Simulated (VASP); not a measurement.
# LiBe16 (a cell with a defect) in VASP: notebook, part 2 of 4

VASP 6.6.1. Earlier steps stand in the parts before.

**3. Single point, LDA**

INCAR reads:

```
PREC = Accurate
ENCUT = 520
EDIFF = 1E-6
ISMEAR = 0
SIGMA = 0.1
LREAL = Auto
LASPH = T
NELM = 100
ALGO = Normal
ISIF = 2
LWAVE = F
LCHARG = F
NBANDS = 32
```

KPOINTS reads:

```
Automatic mesh
0
Gamma
  4 4 3
```

POSCAR reads:

```
LiBe16
1.0
   -2.2900000000     -3.9663960000      0.0000000000
    3.4350000000     -1.9831980000      0.0000000000
    0.0000000000      0.0000000000      7.1768600000
Be Li
16 1
Direct
    0.7610013238      0.4931778840      0.0029852888
    0.5234390759      0.5008039254      0.2576614285
    0.7599374461      0.4923382101      0.5119132880
    0.4926059510      0.2906435598      0.7577076883
    0.4826117697     -0.0745126775      0.0049719515
    0.3118787784      1.1133413108      0.2581046586
    0.4831664128     -0.0729469912      0.5106182927
    0.2342357966      0.7854748105      0.7575223705
    0.2453283901      0.4274305716      0.0040450838
   -0.0735073093      0.2932425798      0.2572177805
    0.2452640993      0.4283079439      0.5111427560
   -0.0097092326      0.3001292161      0.7574118765
   -0.0125285341     -0.0127803036      0.0026813955
    0.7188786340      0.8925269496      0.2577482353
   -0.0113837025     -0.0140700666      0.5120042749
    0.7381135728      0.8065161810      0.7572899569
    0.1239849454      0.7038624527      0.2570167176
```

Potentials or basis: VASP PAW LDA potentials, release 64 (Be, Li_sv).

Run with:

```console
> cat potpaw_LDA.64/Be/POTCAR potpaw_LDA.64/Li_sv/POTCAR > POTCAR
> mpirun -np 1 vasp_std > vasp.out
```

OUTCAR:

```text
PREC = Accurate
   ENCUT = 520
   EDIFF = 1E-6
   ISMEAR = 0
   LREAL = Auto
   LASPH = T
   NELM = 100
   ISIF = 2

 ion  position               nearest neighbor table
   1  0.761  0.493  0.003-   2 2.13  10 2.13   5 2.14  16 2.16  12 2.19  13 2.22   9 2.23  13 2.26
                             4 2.29   9 2.38
   2  0.523  0.501  0.258-  14 1.79   6 1.82  17 2.00  10 2.02   3 2.12   1 2.13  11 2.24   9 2.24

   3  0.760  0.492  0.512-   2 2.12  10 2.13   7 2.14  16 2.16  12 2.19  15 2.22  11 2.24  15 2.27
                             4 2.29  11 2.37
   4  0.493  0.291  0.758-   9 2.17  11 2.17  16 2.23  12 2.28   7 2.29   5 2.29   3 2.29   8 2.29
                             1 2.29  12 2.30   8 2.33  16 2.33
   5  0.483  0.925  0.005-   6 2.11  14 2.12   1 2.14  16 2.18   8 2.18   9 2.25   9 2.27  13 2.28
                             4 2.29  13 2.33
   6  0.312  0.113  0.258-   2 1.82  17 1.84  10 1.90  14 2.06   7 2.11   5 2.11  11 2.23   9 2.23
                            17 2.50
   7  0.483  0.927  0.511-   6 2.11  14 2.12   3 2.14  16 2.17   8 2.18  11 2.26  11 2.27  15 2.28
                             4 2.29  15 2.33
   8  0.234  0.785  0.758-   7 2.18   5 2.18  12 2.23  15 2.24  13 2.24  11 2.27   9 2.27  16 2.27
                             4 2.29  16 2.31   4 2.33  12 2.33
   9  0.245  0.427  0.004-  13 2.11   4 2.17  12 2.18  17 2.19   6 2.23   1 2.23   2 2.24   5 2.25
[... 11 lines left out ...]
  15  0.989  0.986  0.512-  11 2.11  12 2.16  10 2.22  16 2.22   3 2.22  17 2.23  14 2.23   8 2.24
                             3 2.27   7 2.28   7 2.33
  16  0.738  0.807  0.757-   3 2.16   1 2.16   7 2.17   5 2.18  13 2.22  15 2.22   4 2.23  12 2.27
                             8 2.27   8 2.31  12 2.32   4 2.33
  17  0.124  0.704  0.257-   6 1.84  10 1.86   2 2.00  14 2.00   9 2.19  11 2.20  15 2.23  13 2.23
                             6 2.50

  LATTYP: Found a simple orthorhombic cell.
 ALAT       =     3.9663962620
 B/A-ratio  =     1.1547004875
 C/A-ratio  =     1.8094157835

  Lattice vectors:

 A1 = (  -3.4350000000,   1.9831980000,   0.0000000000)
 A2 = (  -2.2900000000,  -3.9663960000,   0.0000000000)
 A3 = (   0.0000000000,   0.0000000000,   7.1768600000)

Analysis of symmetry for initial positions (statically):
=====================================================================
[... 186 lines left out ...]
 Gauss-broadening in eV      SIGMA  =   0.10
  energy-cutoff  :      520.00
  volume of cell :      130.38
 maximum number of plane-waves:      3529
 NGX is ok and might be reduce to    36
   NGX = 17   NGY = 15   NGZ = 27

 number of electron      35.0000002 magnetization

 Free energy of the ion-electron system (eV)
  ---------------------------------------------------
  ext. energy  EPLUGINS =         0.00000000
  ---------------------------------------------------
  free energy    TOTEN  =       -65.06074197 eV

  energy without entropy =      -65.04020297  energy(sigma->0) =      -65.05047247

 E-fermi :   7.0257     XC(G=0): -10.6843

 val. band max:        7.0252332322   @ k =  -0.2500   0.2500   0.0000
 cond. band min:       7.0274500124   @ k =   0.0000   0.5000   0.3333
 fundamental gap:      0.0022167801
 Fermi energy:         7.0257031483

 k-point     1 :       0.0000    0.0000    0.0000
  band No.  band energies     occupation
      1     -38.2440      2.00000
      2      -4.1339      2.00000
      3      -2.2412      2.00000
      4      -1.9968      2.00000
      5       0.7946      2.00000
      6       0.9623      2.00000
[... 757 lines left out ...]
     28      13.0205      0.00000
     29      13.1462      0.00000

 [... further k-points ...]

 [bands above 29 left out]

------------------------ aborting loop because EDIFF is reached ----------------------------------------

  FORCE on cell =-STRESS in cart. coord.  units (eV):
  Direction    XX          YY          ZZ          XY          YZ          ZX
  --------------------------------------------------------------------------------------
  -------------------------------------------------------------------------------------
  Total        5.8314457     10.6815867     -2.1995134     -5.2116137     -0.0406973     -0.0076640
  in kB       71.6623090    131.2654193    -27.0296964    -64.0452282     -0.5001273     -0.0941819
  external PRESSURE =      58.6326773 kB  Pullay stress =       0.0000000 kB

 VOLUME and BASIS-vectors are now :
 -----------------------------------------------------------------------------
  energy-cutoff  :      520.00
  volume of cell :      130.38
      direct lattice vectors                 reciprocal lattice vectors
    -2.290000000 -3.966396000  0.000000000    -0.109170306 -0.189088533  0.000000000
     3.435000000 -1.983198000  0.000000000     0.218340611 -0.126059022  0.000000000
     0.000000000  0.000000000  7.176860000     0.000000000  0.000000000  0.139336702

 POSITION                                       TOTAL-FORCE (eV/Angst)
 -----------------------------------------------------------------------------------
     -0.04863     -3.99650      0.02142        -0.010006      0.010400     -0.003682
      0.52159     -3.06936      1.84920        -0.002258      0.008419     -0.017433
     -0.04907     -3.99062      3.67393        -0.021831     -0.011266      0.004720
     -0.12971     -2.53027      5.43796        -0.000587     -0.003622     -0.000395
      2.07387     -3.74965      0.03568         0.010877     -0.009594     -0.008588
     -0.32487     -1.46181      1.85238        -0.006884     -0.003023     -0.007866
[... 9 lines left out ...]
      1.08010     -4.52713      5.43496         0.002010     -0.004109      0.015038
      2.13384     -1.88767      1.84457         0.005058     -0.004603      0.006763
 -----------------------------------------------------------------------------------
    total drift:                               -0.005687      0.008956      0.005807

  FREE ENERGIE OF THE ION-ELECTRON SYSTEM (eV)
  ---------------------------------------------------
  free  energy   TOTEN  =       -65.0607419655 eV

  energy  without entropy=      -65.0402029724  energy(sigma->0) =      -65.05047247
```

OSZICAR:

```text
N       E                     dE             d eps       ncg     rms          rms(c)
DAV:   1     0.544390647587E+02    0.54439E+02   -0.13865E+04  1664   0.967E+02
DAV:   2    -0.584489089053E+02   -0.11289E+03   -0.10629E+03  2064   0.178E+02
DAV:   3    -0.666489900739E+02   -0.82001E+01   -0.80599E+01  2856   0.367E+01
DAV:   4    -0.668970854021E+02   -0.24810E+00   -0.24701E+00  2304   0.543E+00
DAV:   5    -0.668996083482E+02   -0.25229E-02   -0.25228E-02  2272   0.607E-01    0.507E+00
DAV:   6    -0.652229831826E+02    0.16766E+01   -0.24221E+00  2000   0.813E+00    0.244E+00
DAV:   7    -0.651106275760E+02    0.11236E+00   -0.66601E-01  2080   0.313E+00    0.141E+00
DAV:   8    -0.650641596412E+02    0.46468E-01   -0.63889E-02  2432   0.100E+00    0.507E-01
DAV:   9    -0.650608707147E+02    0.32889E-02   -0.83594E-03  2272   0.391E-01    0.135E-01
DAV:  10    -0.650607551873E+02    0.11553E-03   -0.77673E-04  2120   0.128E-01    0.300E-02
DAV:  11    -0.650607432747E+02    0.11913E-04   -0.10279E-04  2384   0.465E-02    0.518E-03
DAV:  12    -0.650607420975E+02    0.11773E-05   -0.80092E-06  2184   0.145E-02    0.205E-03
DAV:  13    -0.650607419655E+02    0.13197E-06   -0.75535E-07  1432   0.421E-03
   1 F= -.65060742E+02 E0= -.65050472E+02  d E =-.205390E-01
```

stdout:

```text
POSCAR found type information on POSCAR BeLi
 POSCAR found :  2 types and      17 ions
 scaLAPACK will be used
 LDA part: xc-table for (Slater(with rela. corr.)+CA(PZ))
 , standard interpolation
 POSCAR, INCAR and KPOINTS ok, starting setup
 FFT: planning ... GRIDC
 FFT: planning ... GRID_SOFT
 FFT: planning ... GRID
 WAVECAR not read
 entering main loop
```

Wall time 90 s (1 thread of Intel Xeon 6975P-C (Granite Rapids), shared host); peak memory 0.22 GiB.

Results:

```yaml
Free_energy: -65.0607 eV
Largest_force: 0.032 eV/Å
Band_gap_on_the_k_mesh: none (metal or under the smearing width)
```

Forces on the atoms (eV/Å):
```
Be  -0.010  0.010 -0.004
Be  -0.002  0.008 -0.017
Be  -0.022 -0.011  0.005
Be  -0.001 -0.004  0.000
Be   0.011 -0.010 -0.009
Be  -0.007 -0.003 -0.008
Be  -0.010  0.002  0.007
Be  -0.004  0.012  0.008
Be   0.010  0.001 -0.005
Be   0.006  0.010  0.008
Be   0.011  0.006  0.002
Be   0.003  0.003 -0.007
Be  -0.011 -0.002 -0.014
Be  -0.004 -0.006 -0.009
Be   0.022 -0.009  0.021
Be   0.002 -0.004  0.015
Li   0.005 -0.005  0.007
```

Caveat: the k mesh is coarse (spacing up to 0.40 Å⁻¹), so the values aren't converged; the cutoff is under 1.25 times the usual one of these potentials, so pressure, stress and relaxed cells hold a basis-set (Pulay) error.

**4. Single point, LDA**

INCAR is that of step 3.

KPOINTS is that of step 3.

POSCAR reads:

```
LiBe16
1.0
   -2.2900000000     -3.9663960000      0.0000000000
    3.4350000000     -1.9831980000      0.0000000000
    0.0000000000      0.0000000000      7.1768600000
Be Li
16 1
Direct
    0.7425518239      0.4925990325      0.0092289664
    0.5044200542      0.4240410260      0.2860171440
    0.7429125830      0.5043210524      0.5290022377
    0.5010147998      0.3547522246      0.7802852501
    0.4996402920     -0.0293769233     -0.0238488698
    0.2865033863      1.0122328252      0.2143459675
    0.5038098755     -0.0831386856      0.4716374570
    0.2431907758      0.8634771111      0.7229515415
    0.2410348823      0.4689149580      0.0339318309
   -0.0653455539      0.2858263993      0.2488769462
    0.2820188083      0.3337744021      0.5425790666
   -0.0024519915      0.3477956156      0.7679439198
   -0.0017594245     -0.0137840123     -0.0090340344
    0.7387831360      0.8348513483      0.2277266102
   -0.0644992738      0.0478205715      0.5141142505
    0.7433773058      0.8370940409      0.7510461400
    0.1154975333      0.6704656045      0.3746749971
```

Potentials or basis: VASP PAW LDA potentials, release 64 (Be, Li_sv).

Run with:

```console
> cat potpaw_LDA.64/Be/POTCAR potpaw_LDA.64/Li_sv/POTCAR > POTCAR
> mpirun -np 1 vasp_std > vasp.out
```

OUTCAR:

```text
PREC = Accurate
   ENCUT = 520
   EDIFF = 1E-6
   ISMEAR = 0
   LREAL = Auto
   LASPH = T
   NELM = 100
   ISIF = 2

 ion  position               nearest neighbor table
   1  0.743  0.493  0.009-   4 2.05  14 2.07  10 2.10  12 2.17   5 2.21   2 2.28  13 2.29   9 2.29
                            16 2.30   9 2.31  13 2.33   5 2.36
   2  0.504  0.424  0.286-   6 1.98  14 2.00  10 2.06   3 2.08  17 2.13  11 2.13   9 2.18   1 2.28
                             7 2.37
   3  0.743  0.504  0.529-   7 2.01  15 2.02  16 2.07   2 2.08  17 2.14  12 2.16   4 2.20  11 2.22
                            15 2.33  10 2.36
   4  0.501  0.355  0.780-  11 1.98   1 2.05   5 2.07   3 2.20  16 2.22   9 2.22  12 2.28  12 2.31
                             8 2.32  16 2.34   8 2.37
   5  0.500  0.971  0.976-   6 1.98  16 2.03   4 2.07  14 2.18   8 2.21   1 2.21  13 2.29  13 2.30
                             9 2.34   9 2.35   1 2.36
   6  0.287  0.012  0.214-  17 1.94  10 1.96   5 1.98   2 1.98  13 2.08   7 2.13  14 2.19   9 2.24
[... 11 lines left out ...]
  12  0.998  0.348  0.768-  11 2.08  13 2.15   3 2.16   1 2.17  15 2.19   8 2.25   9 2.26  16 2.27
                             4 2.28   4 2.31  16 2.34   8 2.36
  13  0.998  0.986  0.991-   6 2.08  12 2.15  14 2.16  16 2.16  10 2.22   9 2.24   8 2.28   1 2.29
                             5 2.29   5 2.30   1 2.33   9 2.35
  14  0.739  0.835  0.228-   2 2.00  10 2.01   1 2.07   7 2.08  17 2.12  13 2.16   5 2.18   6 2.19
                            10 2.36
  15  0.936  0.048  0.514-  11 1.96  17 1.98   3 2.02   7 2.07  16 2.09  10 2.12   8 2.18  12 2.19
                             3 2.33
  16  0.743  0.837  0.751-   5 2.03   3 2.07  15 2.09  13 2.16   4 2.22  12 2.27   8 2.30   8 2.30
                             1 2.30   7 2.31  12 2.34   4 2.34
  17  0.115  0.670  0.375-   6 1.94  11 1.95  10 1.96  15 1.98  14 2.12   2 2.13   3 2.14   7 2.15

  LATTYP: Found a simple orthorhombic cell.
 ALAT       =     3.9663962620
 B/A-ratio  =     1.1547004875
 C/A-ratio  =     1.8094157835

  Lattice vectors:

 A1 = (  -3.4350000000,   1.9831980000,   0.0000000000)
 A2 = (  -2.2900000000,  -3.9663960000,   0.0000000000)
 A3 = (   0.0000000000,   0.0000000000,   7.1768600000)

Analysis of symmetry for initial positions (statically):
=====================================================================
[... 185 lines left out ...]
 non-spin polarized calculation
 Gauss-broadening in eV      SIGMA  =   0.10
  energy-cutoff  :      520.00
  volume of cell :      130.38
 maximum number of plane-waves:      3529
 NGX is ok and might be reduce to    36
   NGX = 17   NGY = 15   NGZ = 27

 number of electron      35.0000002 magnetization

 Free energy of the ion-electron system (eV)
  ---------------------------------------------------
  ext. energy  EPLUGINS =         0.00000000
  ---------------------------------------------------
  free energy    TOTEN  =       -64.42721084 eV

  energy without entropy =      -64.41393696  energy(sigma->0) =      -64.42057390

 E-fermi :   6.9223     XC(G=0): -10.6795

 val. band max:        6.8945319795   @ k =   0.0000   0.0000   0.3333
 cond. band min:       6.9545574596   @ k =   0.2500   0.0000   0.0000
 fundamental gap:      0.0600254802
 Fermi energy:         6.9223052645

 k-point     1 :       0.0000    0.0000    0.0000
  band No.  band energies     occupation
      1     -38.5115      2.00000
      2      -4.1478      2.00000
      3      -2.2544      2.00000
      4      -1.9708      2.00000
      5       0.7403      2.00000
      6       0.9897      2.00000
[... 757 lines left out ...]
     28      13.0061      0.00000
     29      13.2624      0.00000

 [... further k-points ...]

 [bands above 29 left out]

------------------------ aborting loop because EDIFF is reached ----------------------------------------

  FORCE on cell =-STRESS in cart. coord.  units (eV):
  Direction    XX          YY          ZZ          XY          YZ          ZX
  --------------------------------------------------------------------------------------
  -------------------------------------------------------------------------------------
  Total        5.3311968      4.0347067      9.3398586     -1.4594983      0.0463048     -0.2229875
  in kB       65.5147779     49.5822842    114.7769973    -17.9356926      0.5690367     -2.7402811
  external PRESSURE =      76.6246865 kB  Pullay stress =       0.0000000 kB

 VOLUME and BASIS-vectors are now :
 -----------------------------------------------------------------------------
  energy-cutoff  :      520.00
  volume of cell :      130.38
      direct lattice vectors                 reciprocal lattice vectors
    -2.290000000 -3.966396000  0.000000000    -0.109170306 -0.189088533  0.000000000
     3.435000000 -1.983198000  0.000000000     0.218340611 -0.126059022  0.000000000
     0.000000000  0.000000000  7.176860000     0.000000000  0.000000000  0.139336702

 POSITION                                       TOTAL-FORCE (eV/Angst)
 -----------------------------------------------------------------------------------
     -0.00837     -3.92218      0.06623         0.004612     -0.009025     -0.047842
      0.30146     -2.84169      2.05271         0.016154     -0.032827      0.028212
      0.03107     -3.94685      3.79657        -0.031143      0.025305      0.052955
      0.07125     -2.69077      5.60000         0.017440     -0.024091      0.072774
      2.18991     -3.90671      7.00570         0.001936      0.023607     -0.092411
     -0.61407     -1.16065      1.53833        -0.023885      0.057935     -0.036016
[... 9 lines left out ...]
      1.17308     -4.60865      5.39015         0.021190      0.015358     -0.002886
      2.03856     -1.78778      2.68899         0.108647     -0.004644     -0.041417
 -----------------------------------------------------------------------------------
    total drift:                                0.000644     -0.002355     -0.000412

  FREE ENERGIE OF THE ION-ELECTRON SYSTEM (eV)
  ---------------------------------------------------
  free  energy   TOTEN  =       -64.4272108358 eV

  energy  without entropy=      -64.4139369649  energy(sigma->0) =      -64.42057390
```

OSZICAR:

```text
N       E                     dE             d eps       ncg     rms          rms(c)
DAV:   1     0.549820960458E+02    0.54982E+02   -0.13877E+04  1664   0.965E+02
DAV:   2    -0.572106454622E+02   -0.11219E+03   -0.10558E+03  2008   0.178E+02
DAV:   3    -0.653063811615E+02   -0.80957E+01   -0.79104E+01  2776   0.369E+01
DAV:   4    -0.656712948774E+02   -0.36491E+00   -0.36279E+00  2288   0.630E+00
DAV:   5    -0.656765184553E+02   -0.52236E-02   -0.52229E-02  2304   0.805E-01    0.467E+00
DAV:   6    -0.646319045237E+02    0.10446E+01   -0.13342E+00  2000   0.531E+00    0.257E+00
DAV:   7    -0.644682746944E+02    0.16363E+00   -0.35440E-01  2072   0.231E+00    0.132E+00
DAV:   8    -0.644286748551E+02    0.39600E-01   -0.64954E-02  2536   0.963E-01    0.419E-01
DAV:   9    -0.644273064597E+02    0.13684E-02   -0.49712E-03  2128   0.312E-01    0.110E-01
DAV:  10    -0.644272143351E+02    0.92125E-04   -0.42969E-04  2312   0.918E-02    0.239E-02
DAV:  11    -0.644272112869E+02    0.30482E-05   -0.39402E-05  2208   0.284E-02    0.541E-03
DAV:  12    -0.644272108358E+02    0.45116E-06   -0.55561E-06  2416   0.921E-03
   1 F= -.64427211E+02 E0= -.64420574E+02  d E =-.132739E-01
```

It took 93 s on 1 thread of Intel Xeon 6975P-C (Granite Rapids), shared host; peak memory 0.22 GiB.

What came out:

```yaml
Free_energy: -64.4272 eV
Largest_force: 0.184 eV/Å
Band_gap_on_the_k_mesh: none (metal or under the smearing width)
```

Forces in eV/Å, atoms in the order of the input:
```
Be   0.005 -0.009 -0.048
Be   0.016 -0.033  0.028
Be  -0.031  0.025  0.053
Be   0.017 -0.024  0.073
Be   0.002  0.024 -0.092
Be  -0.024  0.058 -0.036
Be  -0.003  0.007 -0.010
Be  -0.015  0.019 -0.021
Be  -0.040 -0.026  0.066
Be  -0.013 -0.107  0.060
Be   0.102  0.006 -0.009
Be  -0.024  0.023  0.038
Be   0.023  0.035  0.021
Be   0.020  0.028 -0.006
Be  -0.164 -0.035 -0.074
Be   0.021  0.015 -0.003
Li   0.109 -0.005 -0.041
```

Levels at points of the mesh, in eV from the Fermi level:
```csv
k point,band 15,band 16,band 17,band 18,band 19,band 20
"(0.00, 0.00, 0.00)",-2.67,-0.93,-0.89,-0.43,0.61,0.78
"(0.50, 0.00, 0.00)",-1.94,-0.82,-0.47,-0.35,-0.15,0.10
"(0.00, 0.50, 0.00)",-3.25,-2.70,-1.96,0.08,0.45,0.73
"(0.50, 0.50, 0.00)",-1.33,-1.05,0.16,0.31,0.73,1.35
```

Caveat: the k mesh is coarse (spacing up to 0.40 Å⁻¹), so the values aren't converged; the cutoff is under 1.25 times the usual one of these potentials, so pressure, stress and relaxed cells hold a basis-set (Pulay) error.

[end of part 2 of 4]
